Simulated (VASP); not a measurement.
# A VASP study of ZrTa (PBE + D3(BJ)): structure first, properties next, part 3 of 4

What structure does ZrTa take at this level, and what are its properties? The cell is invented: it takes the structure of COD entry 1527321, ZrRu (space group 221 there), with some of its atoms replaced by other elements, volume scaled by an estimate. It may not be a known or stable phase.

VASP 6.6.1, plane waves and PAW; the level of theory is named at each step.

Still holding for the runs below: This run has no spin polarisation. Its electron count is odd, so without a moment it is a metal by construction.

So far. Step 5 (Second relaxation): It ends with forces that vanish by symmetry and a pressure of 0.01 GPa. The volume moved by under 0.01 %: the run met its threshold at the first step. Step 6 (Density, ELF and potential (PBE + D3(BJ))): In this run the pressure is 0.01 GPa, small enough to go on; single stress components reach 0.01 GPa. The relaxed cell has a = 3.399 Å (conventional setting).

## 7. Bands along the symmetry lines (PBE + D3(BJ))

Level of this step: PBE with D3(BJ); plane waves and PAW (Ta_pv, Zr_sv); invented cell (VASP).

Levels along the symmetry lines show where the bands peak and cross; KPOINTS_OPT computes them in the converged potential.

The input, INCAR:

```
SYSTEM = ZrTa
PREC = Accurate
ENCUT = 400
EDIFF = 1E-06
NELM = 100
ISMEAR = 1
SIGMA = 0.2
LREAL = .FALSE.
ALGO = Normal
GGA = PE
IVDW = 12
NBANDS = 23
LORBIT = 11
LWAVE = .FALSE.
LCHARG = .FALSE.
```

The input, POSCAR:

```
ZrTa
1.0
    3.3993933262      0.0000000000      0.0000000000
    0.0000000000      3.3993933262      0.0000000000
    0.0000000000      0.0000000000      3.3993933262
Ta Zr
1 1
Direct
    0.0000000000      0.0000000000      0.0000000000
    0.5000000000      0.5000000000      0.5000000000
```

The input, KPOINTS:

```
Automatic mesh
0
Gamma
7 7 7
0 0 0
```

The input, KPOINTS_OPT:

```
Line mode
16
Line-mode
Reciprocal
  0.00000000   0.00000000   0.00000000 GAMMA
  0.00000000   0.50000000   0.00000000 X

  0.00000000   0.50000000   0.00000000 X
  0.50000000   0.50000000   0.00000000 M

  0.50000000   0.50000000   0.00000000 M
  0.00000000   0.00000000   0.00000000 GAMMA

  0.00000000   0.00000000   0.00000000 GAMMA
  0.50000000   0.50000000   0.50000000 R

  0.50000000   0.50000000   0.50000000 R
  0.00000000   0.50000000   0.00000000 X

  0.50000000   0.50000000   0.00000000 M
  0.50000000   0.50000000   0.50000000 R
```

Potentials, in the order of the species: Ta_pv and Zr_sv (PBE family, release 64).

The run is started by

```
mpirun -np 1 vasp_std
```

What it wrote:

```text
[... set-up lines as in an earlier step ...]
 entering main loop
       N       E                     dE             d eps       ncg     rms          rms(c)
DAV:   1     0.176770787131E+03    0.17677E+03   -0.10201E+04   920   0.810E+02
DAV:   2    -0.111422342175E+02   -0.18791E+03   -0.18184E+03  1103   0.285E+02
DAV:   3    -0.205016323568E+02   -0.93594E+01   -0.92224E+01  1599   0.516E+01
DAV:   4    -0.206433556012E+02   -0.14172E+00   -0.14167E+00  1079   0.481E+00
DAV:   5    -0.206446017244E+02   -0.12461E-02   -0.12461E-02  1216   0.404E-01    0.183E+01
DAV:   6    -0.200427145376E+02    0.60189E+00   -0.71946E-01  1118   0.592E+00    0.824E+00
DAV:   7    -0.199014326122E+02    0.14128E+00   -0.41141E-01  1115   0.450E+00    0.117E+00
DAV:   8    -0.198996719892E+02    0.17606E-02   -0.37380E-02  1172   0.980E-01    0.675E-01
DAV:   9    -0.199004265108E+02   -0.75452E-03   -0.73899E-03  1053   0.655E-01    0.130E-01
DAV:  10    -0.199002693924E+02    0.15712E-03   -0.40887E-04  1139   0.140E-01    0.338E-02
DAV:  11    -0.199002689077E+02    0.48468E-06   -0.18718E-05  1175   0.325E-02    0.814E-03
DAV:  12    -0.199002700517E+02   -0.11439E-05   -0.17187E-06   947   0.907E-03    0.190E-03
DAV:  13    -0.199002695241E+02    0.52759E-06   -0.10696E-07   775   0.194E-03
   1 F= -.21135676E+02 E0= -.21133952E+02  d E =-.517452E-02
 Start KPOINTS_OPT (optional k-point list driver)
k-point batch [1-20\96]
       N       E                     dE             ncg
DAV:   1    -0.196092636424E+04   -0.82685E+04      920
DAV:   2    -0.576254380554E+04   -0.38016E+04     1081
DAV:   3    -0.593220785777E+04   -0.16966E+03     1413
DAV:   4    -0.594220028659E+04   -0.99924E+01     1161
DAV:   5    -0.594232610854E+04   -0.12582E+00     1166
DAV:   6    -0.594232780674E+04   -0.16982E-02     1197
DAV:   7    -0.594232784866E+04   -0.41928E-04     1147
DAV:   8    -0.594232785055E+04   -0.18811E-05      819
DAV:   9    -0.594232785066E+04   -0.11813E-06      805
[...]
k-point batch [81-96\96]
       N       E                     dE             ncg
DAV:   1     0.488135471710E+03   -0.15258E+05      736
DAV:   2    -0.236101581350E+04   -0.28492E+04      890
DAV:   3    -0.250183532211E+04   -0.14082E+03     1291
DAV:   4    -0.250446980421E+04   -0.26345E+01      903
DAV:   5    -0.250450306403E+04   -0.33260E-01      861
DAV:   6    -0.250450347262E+04   -0.40860E-03      889
DAV:   7    -0.250450348193E+04   -0.93038E-05      961
DAV:   8    -0.250450348203E+04   -0.10353E-06      602
```

Elapsed: 12 s, on 1 MPI rank of Intel Xeon 6975P-C (Granite Rapids), shared host; peak memory 0.16 GiB.

Parts of OUTCAR (step 7):

```text
   k-points           NKPTS =     20   k-points in BZ     NKDIM =     20   number of bands    NBANDS=     23

   NELECT =      23.0000    total number of electrons

 E-fermi :   7.7332

 k-point     1 :       0.0000    0.0000    0.0000
  band No.  band energies     occupation
    ...
      6     -18.0086      2.00000
      7     -18.0086      2.00000
      8       1.0967      2.00000
      9       4.4348      2.00000
     10       4.4348      2.00000
     11       8.6854     -0.00000
     12       8.6854     -0.00000
     13       8.6854     -0.00000
     14      11.7191     -0.00000
     15      11.7191     -0.00000
    ...

 Edisp (eV)   -1.23541

  Total       0.00339     0.00339     0.00339    -0.00000     0.00000     0.00000
  in kB       0.13809     0.13809     0.13809    -0.00000     0.00000     0.00000
  external pressure =        0.14 kB  Pullay stress =        0.00 kB

  FREE ENERGIE OF THE ION-ELECTRON SYSTEM (eV)
  ---------------------------------------------------
  free  energy   TOTEN  =       -21.1356764085 eV

  energy  without entropy=      -21.1305018889  energy(sigma->0) =      -21.13395157

[... 9 parts as in an earlier step ...]

[... 8 further parts left out ...]
```

Spin-orbit coupling is off here; it can split and shift levels that hold much weight on Ta and Zr by tenths of an eV or more.

This step gave:

```yaml
scf_cycles: 13
bands: 23
pressure: 0.01381 GPa
```

Electronic bands along the path, in eV, zero at the Fermi level; # counts the bands kept in this run, so #1 is VASP's band 8:

```
          point     #1     #2     #3     #4     #5     #6    #7    #8
              Γ  -6.64  -3.30  -3.30   0.95   0.95   0.95  3.99  3.99
0.47 of the way  -5.58  -2.71  -2.56   0.85   0.85   1.45  2.39  3.79
              X  -3.25  -2.50  -0.99  -0.26   1.17   1.17  1.75  1.75
0.53 of the way  -3.54  -2.81  -0.41  -0.37  -0.25   0.25  2.91  2.95
              M  -4.01  -3.28  -1.15  -1.15   1.85   1.85  3.53  4.25
0.53 of the way  -4.79  -2.45  -1.71  -0.13   0.24   1.56  2.18  3.16
              Γ  -6.64  -3.30  -3.30   0.95   0.95   0.95  3.99  3.99
0.53 of the way  -3.32  -1.25  -1.17  -1.17  -0.74  -0.74  4.11  4.11
              R  -0.88  -0.88  -0.88  -0.76  -0.76  -0.76  4.43  4.43
0.53 of the way  -2.84  -2.15  -1.20  -0.89  -0.16  -0.10  3.36  3.49
              X  -3.25  -2.50  -0.99  -0.26   1.17   1.17  1.75  1.75
      jump to M  -4.01  -3.28  -1.15  -1.15   1.85   1.85  3.53  4.25
0.47 of the way  -2.89  -2.27  -1.24  -1.24   0.74   0.74  3.92  4.35
              R  -0.88  -0.88  -0.88  -0.76  -0.76  -0.76  4.43  4.43
```

Of the projections kept (Ta, Zr), the largest for each band there, as a share of the weight inside these atoms' spheres; weight between the spheres isn't counted:

```
point       #1       #2       #3       #4       #5       #6       #7       #8
    Γ  Ta 0.60  Ta 0.56  Ta 0.56  Ta 0.59  Ta 0.59  Ta 0.59  Zr 0.54  Zr 0.54
    X  Ta 0.80  Zr 0.72  Ta 1.00  Zr 1.00  Ta 0.96  Ta 0.96  Zr 0.93  Zr 0.93
    M  Ta 0.55  Ta 0.56  Ta 0.55  Ta 0.55  Ta 0.59  Ta 0.59  Ta 0.81  Zr 0.72
    Γ  Ta 0.60  Ta 0.56  Ta 0.56  Ta 0.59  Ta 0.59  Ta 0.59  Zr 0.54  Zr 0.54
    R  Zr 0.80  Zr 0.80  Zr 0.80  Ta 0.87  Ta 0.87  Ta 0.87  Ta 1.00  Ta 1.00
    X  Ta 0.80  Zr 0.72  Ta 1.00  Zr 1.00  Ta 0.96  Ta 0.96  Zr 0.93  Zr 0.93
```

There is no gap at this level.

## 8. Total and projected DOS (PBE + D3(BJ))

A density of states needs more k-points than a total energy, and tetrahedra (ISMEAR = -5) or a smearing that fits the mesh; LORBIT projects the states on the PAW spheres. The mesh is finer than in the run before.

INCAR: that of step 7 with these lines changed.

```diff
@@ -5,3 +5,3 @@
 NELM = 100
-ISMEAR = 1
+ISMEAR = -5
 SIGMA = 0.2
@@ -15 +15,2 @@
 LCHARG = .FALSE.
+NEDOS = 2001
```

POSCAR is that of step 7.

The input, KPOINTS:

```
Automatic mesh
0
Gamma
10 10 10
0 0 0
```

The run is started by

```
mpirun -np 1 vasp_std
```

What it wrote:

```text
[... set-up lines as in an earlier step ...]
 entering main loop
       N       E                     dE             d eps       ncg     rms          rms(c)
DAV:   1     0.175169424610E+03    0.17517E+03   -0.10298E+04  2584   0.815E+02
DAV:   2    -0.117966382393E+02   -0.18697E+03   -0.18129E+03  3012   0.286E+02
DAV:   3    -0.204392513894E+02   -0.86426E+01   -0.84995E+01  4402   0.501E+01
DAV:   4    -0.206529966736E+02   -0.21375E+00   -0.21336E+00  3039   0.536E+00
DAV:   5    -0.206562434777E+02   -0.32468E-02   -0.32358E-02  3286   0.549E-01    0.184E+01
DAV:   6    -0.200595229805E+02    0.59672E+00   -0.72842E-01  3050   0.590E+00    0.828E+00
DAV:   7    -0.199191566896E+02    0.14037E+00   -0.39492E-01  3162   0.444E+00    0.113E+00
DAV:   8    -0.199185759044E+02    0.58079E-03   -0.40170E-02  3153   0.980E-01    0.663E-01
DAV:   9    -0.199193648171E+02   -0.78891E-03   -0.73915E-03  2979   0.662E-01    0.133E-01
DAV:  10    -0.199192196948E+02    0.14512E-03   -0.38657E-04  3200   0.145E-01    0.330E-02
DAV:  11    -0.199192177247E+02    0.19701E-05   -0.18441E-05  3278   0.316E-02    0.817E-03
DAV:  12    -0.199192201232E+02   -0.23985E-05   -0.16739E-06  2749   0.896E-03    0.166E-03
DAV:  13    -0.199192192269E+02    0.89626E-06   -0.11428E-07  1925   0.214E-03
   1 F= -.21154626E+02 E0= -.21154626E+02  d E =0.000000E+00
 -----------------------------------------------------------------------------
|                                                                             |
|           W    W    AA    RRRRR   N    N  II  N    N   GGGG   !!!           |
|           W    W   A  A   R    R  NN   N  II  NN   N  G    G  !!!           |
|           W    W  A    A  R    R  N N  N  II  N N  N  G       !!!           |
|           W WW W  AAAAAA  RRRRR   N  N N  II  N  N N  G  GGG   !            |
|           WW  WW  A    A  R   R   N   NN  II  N   NN  G    G                |
|           W    W  A    A  R    R  N    N  II  N    N   GGGG   !!!           |
|                                                                             |
|     Tetrahedron method does not include variations of the Fermi             |
|     occupations, so forces and stress will be inaccurate. We suggest        |
|     using a different smearing scheme ISMEAR = 1 or 2 for metals in         |
|     relaxations.                                                            |
|                                                                             |
 -----------------------------------------------------------------------------
```

Wall time 9.8 s (1 MPI rank); peak memory 0.17 GiB.

From OUTCAR (step 8):

```text
   k-points           NKPTS =     56   k-points in BZ     NKDIM =     56   number of bands    NBANDS=     23

   NELECT =      23.0000    total number of electrons

 E-fermi :   7.7595

 k-point     1 :       0.0000    0.0000    0.0000
  band No.  band energies     occupation
    ...
      6     -17.9806      2.00000
      7     -17.9806      2.00000
      8       1.0959      2.00000
      9       4.4351      2.00000
     10       4.4351      2.00000
     11       8.6879      0.00000
     12       8.6879      0.00000
     13       8.6879      0.00000
     14      11.7247      0.00000
     15      11.7247      0.00000
    ...

 Edisp (eV)   -1.23541

  Total      -0.08307    -0.08307    -0.08307    -0.00000    -0.00000     0.00000
  in kB      -3.38790    -3.38790    -3.38790    -0.00000    -0.00000     0.00000
  external pressure =       -3.39 kB  Pullay stress =        0.00 kB

  FREE ENERGIE OF THE ION-ELECTRON SYSTEM (eV)
  ---------------------------------------------------
  free  energy   TOTEN  =       -21.1546261113 eV

  energy  without entropy=      -21.1546261113  energy(sigma->0) =      -21.15462611

[... 7 parts as in an earlier step ...]

[... 10 further parts left out ...]
```

With tetrahedra the forces and stress of a metal are not exact derivatives of the energy.

Numbers from this step:

* irreducible k-points: 56
* free energy (TOTEN): -21.15 eV
* Fermi energy: 7.760 eV
* pressure: -0.3388 GPa
* DOS at the Fermi level, one point of the energy grid: 4.451 states/eV/cell

The density of states has structure finer than the step of the table below, so its rows give means over 0.5 eV, whole bins alone (the curve runs from -12.0 to 4.31 eV). Peaks (eV: height): total -2.29: 3.39, -1.17: 6.14, -0.92: 5.17, -0.06: 4.63; Ta d -2.29: 0.842, -0.92: 1.89, -0.06: 1.45; Zr d -2.33: 0.632, -1.17: 1.75, -0.06: 0.970, 3.55: 1.13.

States under -12.0 eV and over 4.3 eV are left out. Table of density of states by energy, zero at the Fermi level; means over each step; values in states/eV/cell:

```
energy (eV)   total     Ta d     Zr d
       -7.0       0        0        0
       -6.5  0.0343        0        0
       -6.0   0.114   2.4e-4   2.0e-4
       -5.5   0.178  0.00126  0.00122
       -5.0   0.254  0.00385  0.00389
       -4.5   0.361   0.0112   0.0116
       -4.0   0.803   0.0622   0.0821
       -3.5    1.27    0.124    0.174
       -3.0    1.23    0.259    0.240
       -2.5    2.50    0.611    0.473
       -2.0    1.72    0.495    0.311
       -1.5   0.970    0.308    0.188
       -1.0    3.99     1.37     1.04
       -0.5    2.57    0.868    0.630
        0.0    3.79     1.20    0.833
        0.5    2.50    0.847    0.564
        1.0   0.975    0.322    0.181
        1.5   0.673    0.311    0.121
        2.0   0.719    0.265    0.234
        2.5    1.42    0.416    0.558
        3.0    2.15    0.695    0.871
        3.5    2.59    0.980    0.998
        4.0    2.50     1.11    0.885
```

The finer mesh and the other smearing move the Fermi level by +0.03 eV from the 7×7×7 run, a small shift, which tests the Fermi level alone. Of the states within 0.3 eV of the Fermi level, the largest shares in the PAW spheres are Ta d 32 % and Zr d 22 %. The rest lies in smaller channels or between the spheres.

[end of part 3 of 4]

[Lines on the potential files, build, host, timing and source positions are cut from VASP's logs without a mark.]

[Logs are printed without paths, hosts, clocks, repeated set-up lines and the standing remarks that a program may print on its own settings, such as how far it seeks lower states.]

[Hosts, paths, dates, database ids (printed as entryN), source tags and the programs' standing remarks are cut or masked in the printed files.]

[A measured line is paired with the nearest computed mode of its activity, which favours agreement.]

[In band tables of VASP the shares of atoms and orbitals are scaled to a sum of 1 inside the atoms' spheres.]
